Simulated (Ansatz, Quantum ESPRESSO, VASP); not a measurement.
## One structure in several programs: LaAlNi₄ (P1, 6 atoms in the cell)

Self-consistent single point, at a second geometry (lattice scaled by 0.98). First geometry:

```xyz
6
Lattice="2.5753 -4.2244 0.0000 2.5753 4.2244 0.0000 0.0000 0.0000 4.0264" Properties=species:S:1:pos:R:3 pbc="T T T"
La     2.5791     0.0070    -0.0173
Al     0.0051    -0.0126     2.0528
Ni     2.6081     2.8266     0.0200
Ni     2.5657    -2.7645    -0.0170
Ni     1.2945     2.0950     2.0150
Ni     1.2485    -2.1515     1.9861
```

Shared settings, as Ansatz (a program for electronic structure) writes them: kpoints.mp_grid.grid = 4 4 4; scf.occupations.method = gaussian; scf.occupations.width = 0.2 eV. Potentials and cutoffs stand in the table.

```
code                                                             model  ΔF from the first geometry (meV/atom)  pressure (GPa)  largest force (eV/Å)   cutoff
----------------  ----------------------------------------------------  -------------------------------------  --------------  --------------------  -------
Ansatz                                 PBEsol, PAW files made with PBE                                   11.4            6.79                 0.487  default
Quantum ESPRESSO  PBEsol, GBRV 1.5 ultrasoft (PBESOL) pseudopotentials                                   12.4            6.99                 0.491    50 Ry
VASP                        PBEsol, VASP's PBE PAW potentials (set 64)                                   11.8            6.67                 0.491   300 eV
```

Size of the force on each atom (eV/Å): Sizes of forces hide their directions.

```
code                La1    Al2    Ni3    Ni4    Ni5    Ni6
----------------  -----  -----  -----  -----  -----  -----
Ansatz            0.130  0.487  0.367  0.296  0.114  0.385
Quantum ESPRESSO  0.131  0.491  0.367  0.303  0.115  0.388
VASP              0.132  0.491  0.369  0.296  0.113  0.381
```

On Ansatz's run: spin polarisation is off.

The spread over the programs that give each value: ΔF from the first geometry within 1.0 meV/atom; pressure within 0.32 GPa; largest force within 0.004 eV/Å.

Ansatz's pressure is given at a fixed set of plane waves, as the other plane-wave codes print theirs; with its correction for the finite basis it is 6.84 GPa.

The shared mesh is coarse (it stands for a supercell whose shortest vector is 16 Å), so the values are not converged in it.

VASP's run is marked for a possible Pulay error in its stress at this cutoff; no cutoff test was made.

The starting cell comes from a database of computed structures (which also holds hypothetical and non-ambient phases and stackings), without a prior relaxation at this level. Its atoms were displaced at random from the sites of space group no. 65. For this run, on top of that: lattice scaled by 0.98.

Left out of this page: CP2K (unsound by tests on forces, stress, charge or solver warnings); SIESTA (not drawn, or without a comparable value).

Keys are those of Ansatz 0.2.
